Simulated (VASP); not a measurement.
Consider the following.

```
CELL_PARAMETERS angstrom
      0.00000     2.59058     2.59058
      2.59058     0.00000     2.59058
      2.59058     2.59058     0.00000
ATOMIC_POSITIONS crystal
  Be 0.00000 0.00000 0.00000
  Se 0.25000 0.25000 0.25000
```

These are modified Becke-Johnson potential (mBJ), VASP's PBE PAW potentials (set 64) (plane waves; VASP) values and carry that method's errors. Settings: 400 eV cut-off, 6×6×6 Γ-centred mesh, Gaussian smearing of 0.050 eV, potentials Be Se.

mBJ is a potential without an energy functional, so only the levels count.

Task: Give the energies of bands 2 to 7 at the high-symmetry points, in eV from the valence-band maximum.

Result: 
| band | Γ | X | U | L | W |
|---|---|---|---|---|---|
| 2 | 0.00 | -4.73 | -4.34 | -5.25 | -4.13 |
| 3 | 0.00 | -2.39 | -3.60 | -0.96 | -3.42 |
| 4 | 0.00 | -2.39 | -1.99 | -0.96 | -2.90 |
| 5 | 5.41 | 3.65 | 4.64 | 5.13 | 6.83 |
| 6 | 5.84 | 4.89 | 7.50 | 6.74 | 8.11 |
| 7 | 5.84 | 12.79 | 10.58 | 6.74 | 8.19 |

The gap is indirect, 3.64 eV, from the valence maximum at Γ to the conduction minimum at X.

The structure comes from a computed database's BeSe entry (F-43m); how it stands against other phases isn't given here. It was relaxed first. The cell's shape comes from a PBE relaxation.
